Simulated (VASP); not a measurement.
Input for VASP

File POSCAR:
```
Y
1
    1.8250000000    -3.1609930000     0.0000000000
    1.8250000000     3.1609930000     0.0000000000
    0.0000000000     0.0000000000     5.7300000000
Y
2
Direct
  0.3333330000   0.6666670000   0.2500000000
  0.6666670000   0.3333330000   0.7500000000
```

INCAR:
```
SYSTEM = Y
PREC = Accurate
ENCUT = 400
EDIFF = 1E-6
NELM = 100
ALGO = Normal
LREAL = .FALSE.
LASPH = .TRUE.
ISMEAR = 0
SIGMA = 0.8
GGA = PE
LMAXMIX = 4
LWAVE = .FALSE.
LCHARG = .FALSE.
ISIF = 2
```

File KPOINTS:
```
Automatic mesh
0
Gamma
9 9 5
0 0 0
```

POTCAR, in this order: Y_sv (PBE.64 set). Program: vasp_std.

Output

standard output:
```
 POSCAR found type information on POSCAR Y
 POSCAR found :  1 types and       2 ions
 Reading from existing POTCAR
 Reading from existing POTCAR
 LDA part: xc-table for (Slater+PW92), standard interpolation
 POSCAR, INCAR and KPOINTS ok, starting setup
 WAVECAR not read
 entering main loop
       N       E                     dE             d eps       ncg     rms          rms(c)
DAV:   1     0.776319259454E+02    0.77632E+02   -0.10155E+04  1104   0.115E+03
DAV:   2    -0.671947970001E+01   -0.84351E+02   -0.83482E+02  1397   0.259E+02
DAV:   3    -0.136514570771E+02   -0.69320E+01   -0.68657E+01  2012   0.446E+01
DAV:   4    -0.137704104669E+02   -0.11895E+00   -0.11891E+00  1222   0.680E+00
DAV:   5    -0.137735245570E+02   -0.31141E-02   -0.31138E-02  1528   0.843E-01    0.333E+01
DAV:   6    -0.134536274430E+02    0.31990E+00   -0.42863E-01  1094   0.469E+00    0.206E+01
DAV:   7    -0.134008576242E+02    0.52770E-01   -0.82880E-01  1368   0.602E+00    0.174E+00
DAV:   8    -0.133908689691E+02    0.99887E-02   -0.17442E-01  1304   0.270E+00    0.126E+00
DAV:   9    -0.133897618713E+02    0.11071E-02   -0.39366E-03  1599   0.445E-01    0.367E-01
DAV:  10    -0.133899095414E+02   -0.14767E-03   -0.18683E-03  1136   0.451E-01    0.382E-01
DAV:  11    -0.133898387493E+02    0.70792E-04   -0.15776E-04  1334   0.126E-01    0.317E-02
DAV:  12    -0.133898351430E+02    0.36063E-05   -0.23562E-05  1312   0.480E-02    0.204E-02
DAV:  13    -0.133898366578E+02   -0.15149E-05   -0.54154E-06  1213   0.243E-02    0.175E-03
DAV:  14    -0.133898367465E+02   -0.88691E-07   -0.12588E-07   750   0.245E-03
   1 F= -.13389837E+02 E0= -.12913706E+02  d E =-.952261E+00
```

File OUTCAR:
```
------------------------ aborting loop because EDIFF is reached ----------------------------------------
  FORCE on cell =-STRESS in cart. coord.  units (eV):
  Direction    XX          YY          ZZ          XY          YZ          ZX
  --------------------------------------------------------------------------------------
  Total        0.1330027      0.1330027      0.4227096     -0.0000000     -0.0000000      0.0000000
  in kB        3.2232941      3.2232947     10.2442850     -0.0000000     -0.0000000      0.0000000
  external PRESSURE =       5.5636246 kB  Pullay stress =       0.0000000 kB
  volume of cell :       66.11
      direct lattice vectors                 reciprocal lattice vectors
     1.825000000 -3.160993000  0.000000000     0.273972603 -0.158178142  0.000000000
     1.825000000  3.160993000  0.000000000     0.273972603  0.158178142  0.000000000
     0.000000000  0.000000000  5.730000000     0.000000000  0.000000000  0.174520070
 POSITION                                       TOTAL-FORCE (eV/Angst)
 -----------------------------------------------------------------------------------
      1.82500      1.05367      1.43250        -0.000000     -0.000000      0.000000
      1.82500     -1.05367      4.29750         0.000000      0.000000      0.000000
 -----------------------------------------------------------------------------------
    total drift:                                0.000000      0.000519     -0.000009
  FREE ENERGIE OF THE ION-ELECTRON SYSTEM (eV)
  ---------------------------------------------------
  free  energy   TOTEN  =       -13.3898367465 eV

  energy  without entropy=      -12.4375753612  energy(sigma->0) =      -12.91370605
```
(Selected blocks of OUTCAR.)

Q: Read input and log: which fault does this run have?
A. SIGMA is far too large
B. LEPSILON was set with a meta-GGA
C. simple mixing (IMIX = 1) with AMIX above 1 overshoots
D. ICHARG = 11 asks for a fixed density, but there is no CHGCAR

A: A, SIGMA is far too large. The run ends without an error. Against the sound run, the energy per atom (σ→0) decreases by 0.026 eV/atom; the pressure increases by 0.93 GPa.

To mend it, set ISMEAR = 1, set SIGMA = 0.1.

The mended run (PBE GGA, plane waves, VASP's PBE PAW potentials (set 64)) converges, and its OSZICAR ends with
```
   1 F= -.12861795E+02 E0= -.12861621E+02  d E =-.522508E-03
```

The compound is Y in the hcp structure. The cell was not relaxed at this level.
